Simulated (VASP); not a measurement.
Given:

```
CELL_PARAMETERS angstrom
      3.96877     0.00000     0.00000
      0.00000     3.96877     0.00000
      0.00000     0.00000     5.42170
ATOMIC_POSITIONS crystal
  Sn 0.50000 0.00000 0.78337
  Sn 0.00000 0.50000 0.21663
  O  0.50000 0.50000 0.00000
  O  0.00000 0.00000 0.00000
```

All values below come from vdW-DF2, VASP's PBE PAW potentials (set 64) (plane waves; VASP 6.6.1). Run with 520 eV cut-off, 6×6×5 Γ-centred mesh, tetrahedra with Blöchl corrections, potentials Sn_d O.

Unless said otherwise, spin-orbit coupling is left out, though it shifts the bands of the heavy elements here.

Predict the energy per atom (σ→0), band gap (on the k-mesh) with the smallest direct gap where there is one.

| Property | Result |
|---|---|
| band gap (on the k-mesh) | 1.23 eV |
| smallest direct gap (on the k-mesh) | 1.90 eV |
| energy per atom (σ→0) | -3.223 eV/atom |

Only differences to runs with the same potentials and settings are physical.

The compound is SnO in the litharge structure. It was relaxed first, which changed the volume by +22 %.
